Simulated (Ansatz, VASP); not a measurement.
**Cross-check of Ti7NbC8 between VASP and Ansatz**

Aim: how closely do two programs agree when they are given the same cell, functional and k mesh? The structure shown is frame 21 of Ansatz's trajectory.

Method: plane waves, with VASP 6.6.1 beside it; single point at PBE, in Ansatz 0.2.0.

**1. Set-up**

The cell holds 64 atoms: 28 Ti, 32 C and 4 Nb. Cell: a = 8.692 Å, b = 8.692 Å, c = 8.692 Å, α = 90.0°, β = 90.0°, γ = 90.0°. It derives from NbC (rock-salt), repeated 2×2×2. Rock-salt NbC, 2 x 2 x 2 conventional cells, 28 of 32 Nb sites given to Ti at random (x = 0.875), lattice by Vegard's rule (a = 4.346 A); (so at first; earlier steps may have moved the atoms), displaced by a Gaussian of 0.02 A.

**2. Ansatz: dynamics, PBE**

Ansatz runs on its default PAW (the set named soft_2) files.

One frame of this run of dynamics is then solved in both programs, so the motion causes no difference.

File input.yaml:

```yaml
crystal:
  lattice:
    - [8.6916, 0.0, 0.0]
    - [0.0, 8.6916, 0.0]
    - [0.0, 0.0, 8.6916]
  atoms:
    - { symbol: Ti, position: [0.00202, 0.99923, 0.00137] }
    - { symbol: C, position: [0.25234, 0.00288, 0.99898] }
    - { symbol: Ti, position: [0.99947, 0.25154, 0.25092] }
    - { symbol: C, position: [0.25251, 0.25117, 0.25306] }
    - { symbol: Ti, position: [0.24841, 0.00367, 0.24895] }
    - { symbol: C, position: [0.00271, 0.00281, 0.24671] }
    - { symbol: Ti, position: [0.24726, 0.25417, 0.998] }
    - { symbol: C, position: [0.0002, 0.25353, 0.99861] }
    - { symbol: Ti, position: [0.99905, 0.99993, 0.49985] }
    - { symbol: C, position: [0.25247, 0.00221, 0.49768] }
    - { symbol: Ti, position: [0.99943, 0.25386, 0.75144] }
    - { symbol: C, position: [0.25125, 0.25207, 0.75192] }
    - { symbol: Ti, position: [0.25192, 0.99704, 0.75045] }
    - { symbol: C, position: [0.99954, 0.00451, 0.74919] }
    - { symbol: Nb, position: [0.25134, 0.25078, 0.49703] }
    - { symbol: C, position: [0.99952, 0.24393, 0.49992] }
    - { symbol: Ti, position: [0.00314, 0.50025, 0.99628] }
    - { symbol: C, position: [0.25135, 0.49899, 0.99661] }
    - { symbol: Nb, position: [0.99515, 0.75295, 0.24903] }
    - { symbol: C, position: [0.24917, 0.7492, 0.25145] }
    - { symbol: Ti, position: [0.25232, 0.50184, 0.24899] }
    - { symbol: C, position: [0.0019, 0.50393, 0.25171] }
    - { symbol: Ti, position: [0.2509, 0.75174, 0.9992] }
    - { symbol: C, position: [0.00204, 0.74945, 0.99927] }
    - { symbol: Ti, position: [0.00423, 0.49869, 0.50005] }
    - { symbol: C, position: [0.24563, 0.49907, 0.49898] }
    - { symbol: Ti, position: [0.004, 0.75322, 0.74726] }
    - { symbol: C, position: [0.2486, 0.75022, 0.74827] }
    - { symbol: Ti, position: [0.24828, 0.5005, 0.74827] }
    - { symbol: C, position: [0.0047, 0.50146, 0.74435] }
    - { symbol: Ti, position: [0.25009, 0.75054, 0.50083] }
    - { symbol: C, position: [0.99628, 0.75158, 0.50041] }
    - { symbol: Ti, position: [0.50323, 0.99715, 0.9997] }
    - { symbol: C, position: [0.75082, 0.99699, 0.99739] }
    - { symbol: Ti, position: [0.50093, 0.24531, 0.24959] }
    - { symbol: C, position: [0.74706, 0.2481, 0.25008] }
    - { symbol: Ti, position: [0.74709, 0.00108, 0.24905] }
    - { symbol: C, position: [0.49748, 0.00299, 0.24778] }
    - { symbol: Nb, position: [0.7516, 0.24956, 0.99907] }
    - { symbol: C, position: [0.49922, 0.24506, 0.00162] }
    - { symbol: Ti, position: [0.49969, 0.00139, 0.49718] }
    - { symbol: C, position: [0.7489, 0.00274, 0.50029] }
    - { symbol: Nb, position: [0.49854, 0.25025, 0.74977] }
    - { symbol: C, position: [0.74444, 0.25148, 0.75068] }
    - { symbol: Ti, position: [0.75163, 0.00071, 0.74793] }
    - { symbol: C, position: [0.50093, 0.99725, 0.75156] }
    - { symbol: Ti, position: [0.74942, 0.24695, 0.50074] }
    - { symbol: C, position: [0.49981, 0.2529, 0.49829] }
    - { symbol: Ti, position: [0.50261, 0.50027, 0.00282] }
    - { symbol: C, position: [0.74794, 0.5017, 0.00038] }
    - { symbol: Ti, position: [0.50015, 0.74805, 0.25021] }
    - { symbol: C, position: [0.7504, 0.75167, 0.253] }
    - { symbol: Ti, position: [0.75197, 0.49918, 0.25098] }
    - { symbol: C, position: [0.50399, 0.4954, 0.24798] }
    - { symbol: Ti, position: [0.75158, 0.749, 0.00255] }
    - { symbol: C, position: [0.49742, 0.74634, 0.00224] }
    - { symbol: Ti, position: [0.4988, 0.50006, 0.49943] }
    - { symbol: C, position: [0.74933, 0.50039, 0.50427] }
    - { symbol: Ti, position: [0.49665, 0.74875, 0.75089] }
    - { symbol: C, position: [0.75351, 0.74982, 0.75158] }
    - { symbol: Ti, position: [0.75099, 0.49882, 0.75095] }
    - { symbol: C, position: [0.50069, 0.50039, 0.74898] }
    - { symbol: Ti, position: [0.74997, 0.75807, 0.49974] }
    - { symbol: C, position: [0.50023, 0.74923, 0.50386] }
kpoints:
  mp_grid: { grid: [1, 1, 1] }
hamiltonian:
  xc: pbe
scf:
  occupations: { method: fermi_dirac, width: 0.025 }
output:
  forces: true
  stress: true
md:
  timestep: 1.0
  n_steps: 62
  ensemble: nvt_langevin
  temperature: 600
  initial_velocities: maxwell_boltzmann
  seed: 5687
```

On the command line:

```
> ansatz run input.yaml --threads 8 --pin off --max-ram 15872MiB --backend cpu --events-out ev --progress --plain --runs-dir out
```

Numbers of over 12 decimals in the logs are rounded to 6 here.

The program printed:

```text
Warning: md: disabling space-group detection — thermal motion breaks the input geometry's symmetry, so no spatial operation reduces the k-mesh or symmetrises the density; time reversal is kept, so that k and −k are solved as one point where they differ and the mesh holds both, and exact exchange and, on two spinor components, a DFT+U term hold to it where the run has them: on two components no moment then forms, and  [...]
Warning: output.stress: scf.convergence.dr2_threshold = 6.4e-8 eV (the default of an md: trajectory) is looser than the 6.4e-9 eV advised for a printed stress (1e-10 eV for each atom of the cell: 64). What an SCF threshold leaves in a stress goes as its square root, and in the free energy as the threshold itself, and one threshold admits the most on a small cell: [figures from the program's tests cut] Set scf.converg [...]
Engine: ansatz 0.2.0, aarch64-unknown-linux-gnu
Pseudopotentials: kind: paw
Pseudopotential: Ti, paw, valence charge 12, recommended cutoff 420 eV (normal), Ti.paw.azcp
Pseudopotential: C, paw, valence charge 4, recommended cutoff 420 eV (normal), C.paw.azcp
Pseudopotential: Nb, paw, valence charge 13, recommended cutoff 420 eV (normal), Nb.paw.azcp
Functional definition: PBE
  parameter kappa = 0.804
  parameter beta = 0.066725
  exchange = pbe_x(kappa = kappa, mu = beta*pi^2/3)
  correlation = pbe_c(beta = beta)
Crystal: 64 atoms, lattice volume = 656.597 Å³
Basis set: ecut = 420 eV, 12893 PW (Γ), exchange–correlation on 120×120×120 points (8 copies of the dense FFT grid, shifted against one another)
Bands: 322, of which v1, the nominal top of the filled ones, is band 258 counted from 1 (257 counted from 0)
Symmetry: 1 space group operations
k-points: 1
Non-local potential: Ti, projectors of the file, l = 0: 3, l = 1: 2, l = 2: 3, l = 3: 1
Non-local potential: C, projectors of the file, l = 0: 2, l = 1: 2, l = 2: 1
Non-local potential: Nb, projectors of the file, l = 0: 3, l = 1: 2, l = 2: 2, l = 3: 1
PAW form: soft (Blöchl's): semilocal exchange-correlation on the pseudo side does not see the compensation charge
PAW one-centre angular grid: Ti, 590 points (default); XC on 64 Gauss nodes
PAW one-centre angular grid: C, 110 points (default); XC on 64 Gauss nodes
PAW one-centre angular grid: Nb, 590 points (default); XC on 64 Gauss nodes
Initial density: superposition of atomic densities (neutral atoms: chi_scale 0, normalization atom), corrected by the library's trained network
Initial wavefunctions: pseudopotential atomic-orbital guess
Functional: x = pbe(κ = 0.804, μ = 0.219515), c = pbe(β = 0.066725)
SCF iter   1: F=—  HF=-96274.204387 eV  |F-HF|=—  |Δ(HF+E_count)|=         —  Δρ=1.81e-2  dr2=2.20e0  ethr=1.77e-3  ⟨swp⟩=4.0  Hψ=1162  notcnv=0  defer=7
preconditioner: auto → Resta (q_TF=auto, 2.621 Å⁻¹)  ε∞=12.6  [insulator: Δε(μ)=0.092 eV  Ē_g=6.847 eV  σ=0.025 eV  W_gap=0.61  n_scr=202 (ndim 8)  ℏωp=23.4 eV  f_vac=0.000  D(μ)=63.87/eV (n_scr^D=798)  ε∞_Penn≈12.6]
SCF iter   2: F=—  HF=-96273.874697 eV  |F-HF|=—  |Δ(HF+E_count)|=   3.30e-1  Δρ=7.53e-3  dr2=2.32e-1  ethr=4.26e-4  ⟨swp⟩=2.0  Hψ=504  notcnv=0  defer=52
preconditioner: auto → Kerker (q_TF=auto, 2.621 Å⁻¹)  [metal: Δε(μ)=0.054 eV  Ē_g=6.915 eV  σ=0.025 eV  W_gap=0.47  n_scr=202 (ndim 8)  ℏωp=23.4 eV  f_vac=0.000  D(μ)=78.54/eV (n_scr^D=1140)]
SCF iter   3: F=—  HF=-96273.853906 eV  |F-HF|=—  |Δ(HF+E_count)|=   2.08e-2  Δρ=2.70e-3  dr2=2.62e-2  ethr=4.51e-5  ⟨swp⟩=2.0  Hψ=368  notcnv=0  defer=52
SCF iter   4: F=—  HF=-96273.853802 eV  |F-HF|=—  |Δ(HF+E_count)|=   1.04e-4  Δρ=6.53e-4  dr2=2.10e-3  ethr=5.09e-6  ⟨swp⟩=2.0  Hψ=343  notcnv=0  defer=52
SCF iter   5: F=—  HF=-96273.853773 eV  |F-HF|=—  |Δ(HF+E_count)|=   2.88e-5  Δρ=1.55e-4  dr2=1.61e-4  ethr=4.06e-7  ⟨swp⟩=2.0  Hψ=350  notcnv=0  defer=52
SCF iter   6: F=—  HF=-96273.853809 eV  |F-HF|=—  |Δ(HF+E_count)|=   3.56e-5  Δρ=3.97e-5  dr2=1.24e-5  ethr=3.13e-8  ⟨swp⟩=2.0  Hψ=401  notcnv=0  defer=52
[...]
md step    40: t =    40.00 fs  T =   326.7 K  F+E_penalty+E_count = -96270.96636829 eV  E_kin = 2.702930 eV  P_inst = 3.8081 GPa  (6 SCF iters)
md step    41: t =    41.00 fs  T =   341.4 K  F+E_penalty+E_count = -96270.95485454 eV  E_kin = 2.824566 eV  P_inst = 3.8532 GPa  (5 SCF iters)
md step    42: t =    42.00 fs  T =   347.1 K  F+E_penalty+E_count = -96270.96074477 eV  E_kin = 2.871815 eV  P_inst = 3.8815 GPa  (5 SCF iters)
md step    43: t =    43.00 fs  T =   359.7 K  F+E_penalty+E_count = -96270.98644815 eV  E_kin = 2.975441 eV  P_inst = 3.9125 GPa  (5 SCF iters)
md step    44: t =    44.00 fs  T =   371.4 K  F+E_penalty+E_count = -96271.03281691 eV  E_kin = 3.072351 eV  P_inst = 3.9382 GPa  (5 SCF iters)
md step    45: t =    45.00 fs  T =   377.3 K  F+E_penalty+E_count = -96271.09372651 eV  E_kin = 3.121664 eV  P_inst = 3.9545 GPa  (5 SCF iters)
md step    46: t =    46.00 fs  T =   385.1 K  F+E_penalty+E_count = -96271.16610615 eV  E_kin = 3.185940 eV  P_inst = 3.9703 GPa  (5 SCF iters)
md step    47: t =    47.00 fs  T =   378.6 K  F+E_penalty+E_count = -96271.24579659 eV  E_kin = 3.131739 eV  P_inst = 3.9622 GPa  (5 SCF iters)
md step    48: t =    48.00 fs  T =   390.7 K  F+E_penalty+E_count = -96271.33328933 eV  E_kin = 3.231741 eV  P_inst = 3.9715 GPa  (5 SCF iters)
md step    49: t =    49.00 fs  T =   406.8 K  F+E_penalty+E_count = -96271.43371276 eV  E_kin = 3.365189 eV  P_inst = 3.9803 GPa  (5 SCF iters)
md step    50: t =    50.00 fs  T =   437.8 K  F+E_penalty+E_count = -96271.54859598 eV  E_kin = 3.621749 eV  P_inst = 4.0012 GPa  (7 SCF iters)
md step    51: t =    51.00 fs  T =   474.6 K  F+E_penalty+E_count = -96271.66507843 eV  E_kin = 3.926341 eV  P_inst = 4.0276 GPa  (6 SCF iters)
md step    52: t =    52.00 fs  T =   492.4 K  F+E_penalty+E_count = -96271.76670826 eV  E_kin = 4.073122 eV  P_inst = 4.0369 GPa  (5 SCF iters)
md step    53: t =    53.00 fs  T =   504.1 K  F+E_penalty+E_count = -96271.85466987 eV  E_kin = 4.169865 eV  P_inst = 4.0429 GPa  (6 SCF iters)
md step    54: t =    54.00 fs  T =   528.6 K  F+E_penalty+E_count = -96271.92927212 eV  E_kin = 4.372925 eV  P_inst = 4.0655 GPa  (5 SCF iters)
md step    55: t =    55.00 fs  T =   533.0 K  F+E_penalty+E_count = -96271.97689781 eV  E_kin = 4.409695 eV  P_inst = 4.0631 GPa  (6 SCF iters)
md step    56: t =    56.00 fs  T =   536.1 K  F+E_penalty+E_count = -96271.99177354 eV  E_kin = 4.435115 eV  P_inst = 4.0719 GPa  (5 SCF iters)
md step    57: t =    57.00 fs  T =   550.2 K  F+E_penalty+E_count = -96271.98165795 eV  E_kin = 4.551218 eV  P_inst = 4.1065 GPa  (5 SCF iters)
md step    58: t =    58.00 fs  T =   549.7 K  F+E_penalty+E_count = -96271.94660408 eV  E_kin = 4.547868 eV  P_inst = 4.1300 GPa  (5 SCF iters)
md step    59: t =    59.00 fs  T =   533.9 K  F+E_penalty+E_count = -96271.88962051 eV  E_kin = 4.416963 eV  P_inst = 4.1396 GPa  (5 SCF iters)
md step    60: t =    60.00 fs  T =   521.2 K  F+E_penalty+E_count = -96271.82605636 eV  E_kin = 4.311918 eV  P_inst = 4.1485 GPa  (7 SCF iters)
md step    61: t =    61.00 fs  T =   505.5 K  F+E_penalty+E_count = -96271.75591619 eV  E_kin = 4.181950 eV  P_inst = 4.1460 GPa  (5 SCF iters)
[...]
md step    62: t =    62.00 fs  T =   481.8 K  F+E_penalty+E_count = -96271.67376038 eV  E_kin = 3.985511 eV  P_inst = 4.1330 GPa  (7 SCF iters)
SCF converged after 7 iterations
Free energy (F): -96271.673760 eV
Harris-Foulkes:  -96271.673760 eV  (|F-HF|=8.85e-9)
Internal energy: -96271.593314 eV  (E = F + TS)
E sigma→0 (E₀):  -96271.633537 eV
Entropy (-TS):   -0.080446 eV (-1.257 meV/atom)
Fermi energy:    14.975729 eV
--- Per-component energies (eV) ---
  E_band       = -3220.433166
  E_kinetic    = 12098.367624
  E_local      = -24621.164417  (includes V_loc(G=0)·N_el)
  E_nonlocal   = 1475.461146
  E_hartree    = 9721.678285
  E_xc         = -5030.273112
  E_vxc        = -6256.054818  (∫ρ·V_xc dr)
  E_paw        = -44754.329071  (= ΣΔE_a)
  E_vpaw       = -5360.395967  (= ΣTr[D̂ρ^β])
  E_aug_tail   = 0.003844  (compensation charges beyond the density's cutoff)
  E_ewald      = -45161.337613
  E_smearing   = -0.080446  (= −TS)
  E_closure    = 0.000000  (closes the sum)
  Σ components = -96271.673760   (vs F -96271.673760, Δ=0.00e0)
--- Forces (eV/Å), atoms counted from 1 ---
  atom   1  Ti    -0.06145737    -1.26346143    -0.24267805
  atom   2  C      0.85513051    -0.66345230     0.60029329
  atom   3  Ti     0.26984004    -0.73375881     0.29174290
  atom   4  C      0.59748662    -0.43888769    -1.17231949
  atom   5  Ti     0.42064844    -0.50477876     0.32347567
  atom   6  C     -1.18673701     0.12146807    -0.88795649
  atom   7  Ti     0.20267310     0.94437928     0.17026329
  atom   8  C     -0.71243297     0.97330012    -0.71955094
  atom   9  Ti     0.12170719     0.48657085    -0.35580395
  atom  10  C      0.13314119     1.04810370     0.15154307
  atom  11  Ti     0.11417849     0.02428561    -0.81708249
  atom  12  C     -0.95377648     0.18811294     0.54530506
  atom  13  Ti    -0.75053800    -0.37838527    -0.12745974
  atom  14  C      1.10732256    -1.47490534     0.16173067
  atom  15  Nb     0.27225816     0.34829254     0.34297848
  atom  16  C     -0.09214215     1.00728952    -0.17750496
  atom  17  Ti     0.86538218     1.18392938     0.02834831
  atom  18  C     -0.03026258    -0.18111960    -0.18163829
  atom  19  Nb     0.79216618     0.59803946     0.47649574
  atom  20  C     -0.14498624     0.81461379     0.61886944
  atom  21  Ti    -0.38419415    -0.12345867    -0.34352895
  atom  22  C     -0.39920506     0.15064287     0.15390511
  atom  23  Ti    -0.48436058     0.89825323    -0.28639864
  atom  24  C     -0.50952472    -0.86861098    -0.20846251
[...]
atom  57  Ti    -0.34107837     1.39289638     0.43125751
  atom  58  C     -0.04271116     0.21263296     0.18957998
  atom  59  Ti     0.01109684    -0.81598413    -0.36240006
  atom  60  C      0.60971094    -0.04110493     1.60819764
  atom  61  Ti    -0.17510670    -0.07979626    -0.23727505
  atom  62  C      0.76301573    -0.88463176    -1.01792322
  atom  63  Ti    -0.71085130     1.49666671     0.43000135
  atom  64  C      0.44187154     0.08835203     0.22572396
  max |Σ_I F_I| component: 1.35e-5 eV/Å
--- Stress (GPa, compression-positive) ---
        4.041479       1.076854       1.256432
        1.076854       2.663344      -1.227206
        1.256432      -1.227206       3.749091
  P = ⅓ Tr σ = 3.4846 GPa (34.846 kbar)
--- MD trajectory: 62 steps, t = 0.0 → 62.0 fs ---
  final state: T = 481.8 K   F+E_penalty+E_count = -96271.67376038 eV   E_kin = 3.985511 eV
```

In the SCF lines HF is the Harris–Foulkes energy and dr2 the Hartree energy of the density residual, in eV; the loop may stop once dr2 is under the threshold and the program's other checks hold. Hψ counts applications of the Hamiltonian.

(Continued in part 2 of 2.)

[Lines on the potential files, build, host, timing and source positions are cut from VASP's logs without a mark.]

[Logs are printed without paths, hosts, clocks, repeated set-up lines and the standing remarks that a program may print on its own settings, such as how far it seeks lower states.]

[Hosts, paths, dates, database ids (printed as entryN), source tags and the programs' standing remarks are cut or masked in the printed files.]
